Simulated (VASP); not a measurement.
Si2B3:

```
Si B
1.0
     2.41035   -2.85140    0.00000
     2.41035    2.85140    0.00000
     0.00000    0.00000    3.76873
Si B
2 3
Direct
  0.85991 0.14009 0.00000
  0.14009 0.85991 0.00000
  0.66062 0.33938 0.50000
  0.33938 0.66062 0.50000
  0.00000 0.00000 0.50000
```

The cell was built by a generator and needn't be a form met in nature.

```yaml
Program: VASP 6.6.1
Task: relaxation of cell and atoms
Functional: PBE
Potentials_or_basis: VASP PAW PBE potentials, release 64 (Si, B)
Cutoff: 520 eV
k_mesh: 5 × 5 × 5
Occupations: gaussian, width 0.15 eV
Spin: no spin polarisation
```

At the start: pressure 43.9 GPa; volume 10.36 Å³/atom.

Q: Where does the relaxation end?

A: Over 22 steps the energy falls by 1771.6 meV/atom and the volume is 10.82 Å³/atom (+4.4 %); space group Cmmm (No. 65, to 0.05 Å).

Step by step:
| step | energy change (eV) | largest force (eV/Å) | pressure (GPa) | volume (Å³) |
| --- | --- | --- | --- | --- |
| 1 | 0.0000 | 30.8094 | 43.93 | 51.80 |
| 2 | 4.7925 | 35.6034 | 31.10 | 73.73 |
| 3 | -4.8587 | 1.3814 | -2.85 | 61.26 |
| 4 | -4.9964 | 1.3678 | -2.90 | 60.74 |
| 5 | -6.3030 | 1.4586 | -3.81 | 56.24 |
| 6 | -6.9955 | 1.0961 | -2.90 | 54.02 |
| 7 | -7.2098 | 0.8995 | -1.05 | 52.91 |
| 8 | -7.2328 | 0.9831 | 0.69 | 52.36 |
| 9 | -7.2349 | 0.8092 | 0.24 | 52.49 |
| 10 | -8.0748 | 0.9430 | -3.82 | 52.62 |
| 11 | -8.3712 | 2.6986 | -1.41 | 52.49 |
| 12 | -8.7814 | 0.3591 | 1.47 | 51.96 |
| 13 | -8.7816 | 0.3608 | 1.69 | 51.95 |
| 14 | -8.8071 | 0.1711 | 0.46 | 52.61 |
| 15 | -8.8455 | 0.3312 | -2.19 | 54.51 |
| 16 | -8.8429 | 0.4835 | -2.54 | 55.14 |
| 17 | -8.8465 | 0.3773 | -2.33 | 54.70 |
| 18 | -8.8516 | 0.2359 | -1.27 | 54.79 |
| 19 | -8.8523 | 0.2728 | -1.52 | 54.77 |
| 20 | -8.8558 | 0.1165 | -1.09 | 54.54 |
| 21 | -8.8576 | 0.1126 | -0.42 | 54.20 |
| 22 | -8.8581 | 0.0601 | -0.12 | 54.08 |

Final structure:
```xyz
5
Lattice="2.3836 -2.4476 0.0000 2.3836 2.4476 0.0000 0.0000 0.0000 4.6349" Properties=species:S:1:pos:R:3 pbc="T T T"
Si    2.3836   -1.2524    0.0000
Si    2.3836    1.2524    0.0000
B     2.3836   -0.8192    2.3174
B     2.3836    0.8192    2.3174
B     0.0000    0.0000    2.3174
```
